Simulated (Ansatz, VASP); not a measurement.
**K2CdSe2O6 in two plane-wave programs**

One calculation is typed for both programs; each brings its own data sets and cutoff. How far apart do they land?

Program: Ansatz 0.2.0. Level of theory: plane waves, with VASP 6.6.1 beside it; single point at PBE. Results are calculated unless marked as measured.

## 1. Set-up

The structure is trigonal, space group R-3m (No. 166). The conventional cell has a = 5.698 Å, b = 5.698 Å, c = 18.949 Å, α = 90.00°, β = 90.00°, γ = 120.00°. Nearest to Cd lie 6 O at 2.32 Å. Se has 3 O at 1.69 Å nearest. Nearest to K lie 9 O at 2.82 to 3.05 Å. Nearest to O lie 1 Se at 1.69 Å and 1 Cd at 2.32 Å and 3 K at 2.82 to 3.05 Å. Farther neighbours and most contacts between anions are not listed.

## 2. VASP: single point, PBE

With cell and atoms fixed, the geometry can't cause a difference; cores, projectors, grids and the points listed under the comparison can.

Lines of VASP's logs that name or quote its potential files are left out, and so is its time.

Input file INCAR:

```
SYSTEM = K2CdSe2O6
PREC = Accurate
ENCUT = 520
EDIFF = 1E-06
NELM = 100
ISMEAR = -1
SIGMA = 0.05
LREAL = .FALSE.
ALGO = Normal
GGA = PE
NBANDS = 50
LORBIT = 11
LWAVE = .FALSE.
LCHARG = .FALSE.
KPAR = 4
ISIF = 2
```

Input file POSCAR:

```
K2CdSe2O6
1.0
    2.8487500000      1.6447265794      6.3162000000
   -2.8487500000      1.6447265794      6.3162000000
    0.0000000000     -3.2894531587      6.3162000000
Cd Se K O
1 2 2 6
Direct
    0.0000000000      0.0000000000      0.0000000000
    0.3760333333      0.3760333333      0.3760333333
    0.6239666667      0.6239666667      0.6239666667
    0.1960733333      0.1960733333      0.1960733333
    0.8039266667      0.8039266667      0.8039266667
    0.2580400000      0.2580400000      0.7237400000
    0.7237400000      0.2580400000      0.2580400000
    0.2580400000      0.7237400000      0.2580400000
    0.2762600000      0.7419600000      0.7419600000
    0.7419600000      0.7419600000      0.2762600000
    0.7419600000      0.2762600000      0.7419600000
```

Input file KPOINTS:

```
Automatic mesh
0
Gamma
6 6 6
0 0 0
```

The projector-augmented-wave data sets are Cd, Se, K_sv and O (PBE family, release 64).

Command:

```
$ mpirun -np 4 vasp_std
```

Numbers of over 12 decimals in the logs are rounded to 6 here.

Output:

```text
[banner, memory and clock lines left out]
running    4 mpi-ranks, on    1 nodes
 distrk:  each k-point on    1 cores,    4 groups
 distr:  one band on    1 cores,    1 groups

 POSCAR found type information on POSCAR CdSeK O
 POSCAR found :  4 types and      11 ions
 LDA part: xc-table for (Slater+PW92), standard interpolation
 POSCAR, INCAR and KPOINTS ok, starting setup
 FFT: planning ... GRIDC
 FFT: planning ... GRID_SOFT
 FFT: planning ... GRID
 WAVECAR not read
 entering main loop
       N       E                     dE             d eps       ncg     rms          rms(c)
DAV:   1     0.632361087425E+03    0.63236E+03   -0.40196E+04  3208   0.148E+03
DAV:   2    -0.115494870442E+02   -0.64391E+03   -0.62064E+03  3866   0.389E+02
DAV:   3    -0.629337045102E+02   -0.51384E+02   -0.50936E+02  4176   0.108E+02
DAV:   4    -0.647765588091E+02   -0.18429E+01   -0.18364E+01  4648   0.167E+01
DAV:   5    -0.648272476951E+02   -0.50689E-01   -0.50662E-01  4688   0.253E+00    0.279E+01
DAV:   6    -0.533559242443E+02    0.11471E+02   -0.47308E+01  4076   0.463E+01    0.139E+01
DAV:   7    -0.535249086302E+02   -0.16898E+00   -0.51182E+00  3824   0.108E+01    0.765E+00
DAV:   8    -0.534379333478E+02    0.86975E-01   -0.86686E-01  3812   0.459E+00    0.216E+00
DAV:   9    -0.533995391047E+02    0.38394E-01   -0.13219E-01  4000   0.201E+00    0.531E-01
DAV:  10    -0.534023260378E+02   -0.27869E-02   -0.26699E-02  3856   0.846E-01    0.168E-01
DAV:  11    -0.534027189085E+02   -0.39287E-03   -0.12719E-03  5048   0.192E-01    0.818E-02
DAV:  12    -0.534029481520E+02   -0.22924E-03   -0.40577E-04  3800   0.106E-01    0.229E-02
DAV:  13    -0.534029562809E+02   -0.81290E-05   -0.48687E-05  4072   0.351E-02    0.106E-02
DAV:  14    -0.534029610793E+02   -0.47984E-05   -0.80621E-06  3872   0.133E-02    0.460E-03
DAV:  15    -0.534029616912E+02   -0.61187E-06   -0.91443E-07  2856   0.473E-03
   1 F= -.53402962E+02 E0= -.53402962E+02  d E =-.152933E-10
```

Parts of OUTCAR (step 2):

```text
ion  position               nearest neighbor table
   1  0.000  0.000  0.000-   7 2.32   8 2.32   9 2.32  11 2.32  10 2.32   6 2.32   4 3.72   5 3.72

  LATTYP: Found a trigonal (rhomboedric) cell.
 ALAT       =     7.1214383746
 COS(alpha) =     0.6799607595

 Subroutine GETGRP returns: Found 12 space group operations
 (whereof 12 operations were pure point group operations)

The static configuration has the point symmetry D_3d.

 Found     32 irreducible k-points:

   k-points           NKPTS =     32   k-points in BZ     NKDIM =     32   number of bands    NBANDS=     50

   dimension x,y,z NGX =    54 NGY =   54 NGZ =   54
   dimension x,y,z NGXF=   108 NGYF=  108 NGZF=  108

   ENCUT  =  520.0 eV  38.22 Ry    6.18 a.u.  13.24 13.24 13.24*2*pi/ulx,y,z

   NELECT =      78.0000    total number of electrons

 k-points in reciprocal lattice and weights: Automatic mesh
   0.00000000  0.00000000  0.00000000       0.005
   0.16666667 -0.00000000  0.00000000       0.028
   0.33333333 -0.00000000  0.00000000       0.028
   0.50000000 -0.00000000  0.00000000       0.014
   0.16666667  0.16666667  0.00000000       0.028
   0.33333333  0.16666667  0.00000000       0.056
   0.50000000  0.16666667  0.00000000       0.056
  -0.33333333  0.16666667  0.00000000       0.056
  -0.16666667  0.16666667  0.00000000       0.028
[...]
-0.33333333  0.50000000  0.33333333       0.028
   0.50000000  0.50000000  0.50000000       0.005

 average (electrostatic) potential at core
       1 -38.4684       2 -58.6554       3 -58.6554       4 -34.5378       5 -34.5378
       6 -73.2692       7 -73.2692       8 -73.2692       9 -73.2692      10 -73.2692
      11 -73.2692

 E-fermi :   1.9437

 k-point     1 :       0.0000    0.0000    0.0000
  band No.  band energies     occupation
    ...
     35       0.2042      2.00000
     36       0.3208      2.00000
     37       0.3208      2.00000
     38       0.3603      2.00000
     39       0.3749      2.00000
     40       4.5286      0.00000
     41       5.4475      0.00000
     42       5.4475      0.00000
     43       6.0937      0.00000
     44       6.6998      0.00000
    ...

 k-point     2 :       0.1667   -0.0000    0.0000
  band No.  band energies     occupation
    ...
     35       0.0197      2.00000
     36       0.1325      2.00000
     37       0.2435      2.00000
     38       0.3359      2.00000
     39       0.5000      2.00000
     40       4.8234      0.00000
     41       5.4435      0.00000
     42       5.4660      0.00000
     43       6.4053      0.00000
     44       6.8583      0.00000
    ...

 k-point     3 :       0.3333   -0.0000    0.0000
  band No.  band energies     occupation
    ...
     35      -0.0045      2.00000
     36       0.0694      2.00000
     37       0.1652      2.00000
     38       0.3359      2.00000
     39       0.6321      2.00000
     40       5.1558      0.00000
     41       5.4804      0.00000
     42       5.9754      0.00000
     43       6.8626      0.00000
     44       7.1542      0.00000
    ...

  Total        7.7696361      7.7696361      5.0657130      0.0000000      0.0000000      0.0000000
  in kB       70.1061453     70.1061453     45.7083968      0.0000000      0.0000000      0.0000000
  external PRESSURE =      61.9735625 kB  Pullay stress =       0.0000000 kB

  energy-cutoff  :      520.00
  volume of cell :      177.56
      direct lattice vectors                 reciprocal lattice vectors
     2.848750000  1.644726579  6.316200000     0.175515577  0.101333966  0.052774347
    -2.848750000  1.644726579  6.316200000    -0.175515577  0.101333966  0.052774347
     0.000000000 -3.289453159  6.316200000     0.000000000 -0.202667931  0.052774347

 POSITION                                       TOTAL-FORCE (eV/Angst)
 -----------------------------------------------------------------------------------
      0.00000      0.00000      0.00000        -0.000000     -0.000000     -0.000000
      0.00000      0.00000      7.12531         0.000000     -0.000000     -1.693589
      0.00000      0.00000     11.82329         0.000000      0.000000      1.693589
      0.00000      0.00000      3.71532         0.000000      0.000000      0.030792
      0.00000      0.00000     15.23328         0.000000     -0.000000     -0.030792
      0.00000     -1.53190      7.83095         0.000000     -1.047332      0.691629
      1.32666      0.76595      7.83095         0.907016      0.523666      0.691629
     -1.32666      0.76595      7.83095        -0.907016      0.523666      0.691629
     -1.32666     -0.76595     11.11765        -0.907016     -0.523666     -0.691629
      0.00000      1.53190     11.11765         0.000000      1.047332     -0.691629
      1.32666     -0.76595     11.11765         0.907016     -0.523666     -0.691629
 -----------------------------------------------------------------------------------
    total drift:                               -0.000000     -0.000000      0.000000

  FREE ENERGIE OF THE ION-ELECTRON SYSTEM (eV)
  ---------------------------------------------------
  free  energy   TOTEN  =       -53.4029616912 eV

  energy  without entropy=      -53.4029616912  energy(sigma->0) =      -53.40296169

 total charge
# of ion       s       p       d       tot
------------------------------------------
    1        0.298   0.244   9.665  10.207
    2        1.461   2.120   0.442   4.023
    3        1.461   2.120   0.442   4.023
    4        1.955   5.585   0.024   7.564
    5        1.955   5.585   0.024   7.564
    6        1.582   3.454   0.000   5.036
    7        1.582   3.454   0.000   5.036
    8        1.582   3.454   0.000   5.036
    9        1.582   3.454   0.000   5.036
   10        1.582   3.454   0.000   5.036
   11        1.582   3.454   0.000   5.036
--------------------------------------------------
tot         16.625  36.380  10.596  63.601

[... 3 further parts left out ...]
```

At this level the cell is under a pressure of 6.2 GPa, so at these settings it is away from equilibrium.

## 3. Ansatz: single point, PBE

Ansatz runs on its default PAW (the set named soft_2) files.

The same cell, functional, mesh and smearing now go to Ansatz, which takes its cutoff from its data sets.

Input file input.yaml:

```yaml
crystal:
  lattice:
    - [2.84875, 1.6447265794, 6.3162]
    - [-2.84875, 1.6447265794, 6.3162]
    - [0.0, -3.2894531587, 6.3162]
  atoms:
    - { symbol: Cd, position: [0.0, 0.0, 0.0] }
    - { symbol: Se, position: [0.3760333333, 0.3760333333, 0.3760333333] }
    - { symbol: Se, position: [0.6239666667, 0.6239666667, 0.6239666667] }
    - { symbol: K, position: [0.1960733333, 0.1960733333, 0.1960733333] }
    - { symbol: K, position: [0.8039266667, 0.8039266667, 0.8039266667] }
    - { symbol: O, position: [0.25804, 0.25804, 0.72374] }
    - { symbol: O, position: [0.72374, 0.25804, 0.25804] }
    - { symbol: O, position: [0.25804, 0.72374, 0.25804] }
    - { symbol: O, position: [0.27626, 0.74196, 0.74196] }
    - { symbol: O, position: [0.74196, 0.74196, 0.27626] }
    - { symbol: O, position: [0.74196, 0.27626, 0.74196] }
hamiltonian:
  xc: pbe
  pseudopotentials: { kind: paw }
kpoints:
  mp_grid: { grid: [6, 6, 6] }
scf:
  occupations: { method: fermi_dirac, width: 0.05 }
  n_extra_bands: 6
output:
  forces: true
  stress: true
  eigenvalues: true
```

Command:

```
$ ansatz run input.yaml --threads 4 --pin off --max-ram 9216MiB --backend cpu --events-out ev --progress --plain --runs-dir out
```

Output:

```text
scf.n_extra_bands = 6 over 53 filled bands (N_el = 106.0): the run solves 59 bands
Engine: ansatz 0.2.0, aarch64-unknown-linux-gnu
Pseudopotentials: kind: paw
Pseudopotential: Cd, paw, valence charge 20, recommended cutoff 420 eV (normal), Cd.paw.azcp
Pseudopotential: Se, paw, valence charge 16, recommended cutoff 420 eV (normal), Se.paw.azcp
Pseudopotential: K, paw, valence charge 9, recommended cutoff 420 eV (normal), K.paw.azcp
Pseudopotential: O, paw, valence charge 6, recommended cutoff 420 eV (normal), O.paw.azcp
Functional definition: PBE
  parameter kappa = 0.804
  parameter beta = 0.066725
  exchange = pbe_x(kappa = kappa, mu = beta*pi^2/3)
  correlation = pbe_c(beta = beta)
Crystal: 11 atoms, lattice volume = 177.564 Å³
Basis set: ecut = 420 eV, 3465 PW (Γ), exchange–correlation on 96×96×96 points (8 copies of the dense FFT grid, shifted against one another)
Bands: 59, of which v1, the nominal top of the filled ones, is band 53 counted from 1 (52 counted from 0)
Symmetry: 12 space group operations
Space group: R-3m (ITA 166), of the structure as read, at distance tolerance 5.6e-5 Å
k-points: 32 of 216
Non-local potential: Cd, projectors of the file, l = 0: 3, l = 1: 2, l = 2: 2, l = 3: 1
Non-local potential: Se, projectors of the file, l = 0: 2, l = 1: 2, l = 2: 3, l = 3: 1
Non-local potential: K, projectors of the file, l = 0: 3, l = 1: 2, l = 2: 2
Non-local potential: O, projectors of the file, l = 0: 2, l = 1: 2, l = 2: 1
PAW form: soft (Blöchl's): semilocal exchange-correlation on the pseudo side does not see the compensation charge
PAW one-centre angular grid: Cd, 590 points (default); XC on 64 Gauss nodes
PAW one-centre angular grid: Se, 590 points (default); XC on 64 Gauss nodes
PAW one-centre angular grid: K, 110 points (default); XC on 64 Gauss nodes
PAW one-centre angular grid: O, 110 points (default); XC on 64 Gauss nodes
Initial density: superposition of atomic densities (neutral atoms: chi_scale 0, normalization atom), corrected by the library's trained network
Initial wavefunctions: pseudopotential atomic-orbital guess
Functional: x = pbe(κ = 0.804, μ = 0.219515), c = pbe(β = 0.066725)
SCF iter   1: F=—  HF=-25671.833383 eV  |F-HF|=—  |Δ(HF+E_count)|=         —  Δρ=1.36e-3  dr2=1.40e-3  ethr=1.77e-3  ⟨swp⟩=7.2  Hψ=8128  notcnv=0
preconditioner: auto → Resta (q_TF=auto, 2.504 Å⁻¹)  ε∞=4.3  [insulator: Δε(μ)=3.841 eV  Ē_g=13.101 eV  σ=0.050 eV  W_gap=1.00  n_scr=46 (ndim 8)  ℏωp=24.0 eV  f_vac=0.079  D(μ)=0.00/eV (n_scr^D=0)  ε∞_Penn≈4.3]
SCF iter   2: F=—  HF=-25671.836425 eV  |F-HF|=—  |Δ(HF+E_count)|=   3.04e-3  Δρ=7.16e-4  dr2=4.39e-4  ethr=1.32e-6  ⟨swp⟩=2.3  Hψ=3988  notcnv=0  defer=7
SCF iter   3: F=—  HF=-25671.837428 eV  |F-HF|=—  |Δ(HF+E_count)|=   1.00e-3  Δρ=1.53e-4  dr2=4.07e-5  ethr=4.14e-7  ⟨swp⟩=2.0  Hψ=3023  notcnv=0  defer=7
SCF iter   4: F=—  HF=-25671.837564 eV  |F-HF|=—  |Δ(HF+E_count)|=   1.36e-4  Δρ=6.91e-5  dr2=8.99e-6  ethr=3.84e-8  ⟨swp⟩=2.0  Hψ=3407  notcnv=0  defer=7
SCF iter   5: F=—  HF=-25671.837568 eV  |F-HF|=—  |Δ(HF+E_count)|=   3.49e-6  Δρ=3.51e-5  dr2=2.29e-6  ethr=8.48e-9  ⟨swp⟩=2.0  Hψ=2955  notcnv=0  defer=7
SCF iter   6: F=—  HF=-25671.837569 eV  |F-HF|=—  |Δ(HF+E_count)|=   8.71e-7  Δρ=9.12e-6  dr2=1.23e-7  ethr=2.16e-9  ⟨swp⟩=2.0  Hψ=2952  notcnv=0  defer=7
SCF iter   7: F=-25671.837569 eV  HF=-25671.837569 eV  |F-HF|=5.15e-9  |Δ(HF+E_count)|=   9.62e-8  Δρ=3.00e-6  dr2=1.37e-8  ethr=9.43e-11  ⟨swp⟩=8.2  Hψ=8020  notcnv=0
SCF 1 converged in 7 iterations: F = -25671.837569 eV  dr2 = 1.37e-8
  greatest PAW one-centre occupation: 1.000 electrons in one spin orbital (limit 2), on the Cd atom at site 0 (counted from 0), in its partial waves of l = 1
SCF converged after 7 iterations
Free energy (F): -25671.837569 eV
Harris-Foulkes:  -25671.837569 eV  (|F-HF|=5.15e-9)
Internal energy: -25671.837569 eV  (E = F + TS)
E sigma→0 (E₀):  -25671.837569 eV
Fermi energy:    7.779661 eV
--- Per-component energies (eV) ---
  E_band       = -1584.974861
  E_kinetic    = 2303.252684
  E_local      = -13306.567648  (includes V_loc(G=0)·N_el)
  E_nonlocal   = -825.421513
  E_hartree    = 5976.041142
  E_xc         = -1097.630287
  E_vxc        = -1312.149814  (∫ρ·V_xc dr)
  E_paw        = -10430.766784  (= ΣΔE_a)
  E_vpaw       = -396.189488  (= ΣTr[D̂ρ^β])
  E_aug_tail   = 0.013704  (compensation charges beyond the density's cutoff)
  E_ewald      = -8290.758865
  E_smearing   = -0.000000  (= −TS)
  E_closure    = -0.000000  (closes the sum)
  Σ components = -25671.837569   (vs F -25671.837569, Δ=0.00e0)
--- Forces (eV/Å), atoms counted from 1 ---
  atom   1  Cd     0.00000000    -0.00000000     0.00000000
  atom   2  Se     0.00000000    -0.00000000    -1.38034253
  atom   3  Se     0.00000000     0.00000000     1.38034253
  atom   4  K      0.00000000     0.00000000     0.03175078
  atom   5  K     -0.00000000    -0.00000000    -0.03175078
  atom   6  O      0.00000000    -0.86953410     0.56341499
  atom   7  O      0.75303862     0.43476705     0.56341499
  atom   8  O     -0.75303862     0.43476705     0.56341499
  atom   9  O     -0.75303862    -0.43476705    -0.56341499
  atom  10  O      0.00000000     0.86953410    -0.56341499
  atom  11  O      0.75303862    -0.43476705    -0.56341499
  max |Σ_I F_I| component: 3.33e-16 eV/Å
--- Stress (GPa, compression-positive) ---
        5.972038       0.000000       0.000000
        0.000000       5.972038      -0.000000
        0.000000      -0.000000       3.967148
  P = ⅓ Tr σ = 5.3037 GPa (53.037 kbar)
--- Band table (eV; the first three rows and the last of 32) ---
  k-point 0: bands = [... 49 lower, 5.3808, 5.3808, 5.4074, 5.4239, 9.6100, 10.5253, 10.5253, 11.1876, ... 2 higher]
  k-point 1: bands = [... 49 lower, 5.1803, 5.2940, 5.3931, 5.5521, 9.8985, 10.5200, 10.5434, 11.4976, ... 2 higher]
  k-point 2: bands = [... 49 lower, 5.1164, 5.2181, 5.3943, 5.6849, 10.2238, 10.5553, 11.0502, 11.9541, ... 2 higher]
  k-point 31: bands = [... 49 lower, 5.2786, 5.2960, 5.3774, 5.5000, 9.9608, 10.5440, 10.7062, 10.7062, ... 2 higher]
```

Run time: 5.7 s. Hardware: 4 threads of Arm Neoverse V1, shared host; peak memory 0.74 GiB; 20 s of CPU time.

In the SCF lines HF is the Harris–Foulkes energy and dr2 the Hartree energy of the density residual, in eV; the loop may stop once dr2 is under the threshold and the program's other checks hold. Hψ counts applications of the Hamiltonian.

The run ends at a pressure of 5.30 GPa, with forces up to 1.4 eV/Å.

## 4. Side by side

Known differences besides the potentials themselves: the data sets hold 106 valence electrons in Ansatz (default PAW (the set named soft_2) files) and 78 in VASP; the cutoff is 420 eV in Ansatz and 520 eV in VASP; VASP leaves aspherical gradient terms in its spheres out (LASPH is not set), Ansatz keeps them. Total energies have different zeros and are not compared.

Compared:

| quantity | Ansatz | VASP | difference |
| --- | --- | --- | --- |
| pressure (GPa) | 5.30 | 6.20 | -0.89 |
| pressure without Ansatz's Pulay correction (GPa) | 4.88 | 6.20 | -1.32 |
| gap on the k mesh (eV) | 3.849 | 3.820 | +0.029 |

Forces on 7 of the 11 atoms, those with the largest forces and the largest differences (eV/Å; atoms numbered as in POSCAR):

| atom | Ansatz x, y, z | VASP x, y, z |
| --- | --- | --- |
| Se2 | 0.000, 0.000, -1.380 | 0.000, 0.000, -1.694 |
| Se3 | 0.000, 0.000, 1.380 | 0.000, 0.000, 1.694 |
| O6 | 0.000, -0.870, 0.563 | 0.000, -1.047, 0.692 |
| O7 | 0.753, 0.435, 0.563 | 0.907, 0.524, 0.692 |
| O8 | -0.753, 0.435, 0.563 | -0.907, 0.524, 0.692 |
| O9 | -0.753, -0.435, -0.563 | -0.907, -0.524, -0.692 |
| O10 | 0.000, 0.870, -0.563 | 0.000, 1.047, -0.692 |

The forces differ by 121 meV/Å r.m.s., which is 17.9 % of the r.m.s. force of 0.68 eV/Å (both taken over all components). A gap on the mesh is an upper bound, since the band edges may lie between its points. Ansatz's pressure holds a Pulay correction of 0.42 GPa; VASP's holds none.

## 5. Other set-ups

Further runs change the set-up of one program: Ansatz's method, potentials or start, or VASP's data sets, cutoff or form of LDA. The table gives Ansatz less VASP for each quantity, since a change that brings one quantity closer may part another.

| run | r.m.s. force difference (meV/Å) | pressure (GPa) | gap on the k mesh (eV) |
| --- | --- | --- | --- |
| as above | 121 | -0.89 | 0.029 |
| Ansatz's larger PAW set (cutoff 900 eV) | 129 | -0.91 | 0.038 |
| norm-conserving potentials (cutoff 1240 eV) | 153 | -1.0 | 0.057 |

## 6. Outcome

```json
{
 "r.m.s. force difference (single point, PBE)": "18 % of the r.m.s. force",
 "difference in pressure (single point, PBE)": "-0.89 GPa"
}
```

**Reading.** The r.m.s. force difference is 18 % of the r.m.s. force (single point, PBE), beyond the 3 % picked in this series as the mark of a large difference. Single point, PBE, Ansatz's larger PAW set (cutoff 900 eV): the difference in gap on the k mesh goes from 0.029 to 0.038 eV. Single point, PBE, norm-conserving potentials (cutoff 1240 eV): r.m.s. force difference goes from 121 to 153 meV/Å; the difference in gap on the k mesh goes from 0.029 to 0.057 eV. How closely two codes agree says nothing of how well the functional describes the real material.

[Lines on the potential files, build, host, timing and source positions are cut from VASP's logs without a mark.]

[Logs are printed without paths, hosts, clocks, repeated set-up lines and the standing remarks that a program may print on its own settings, such as how far it seeks lower states.]

[Hosts, paths, dates, database ids (printed as entryN), source tags and the programs' standing remarks are cut or masked in the printed files.]
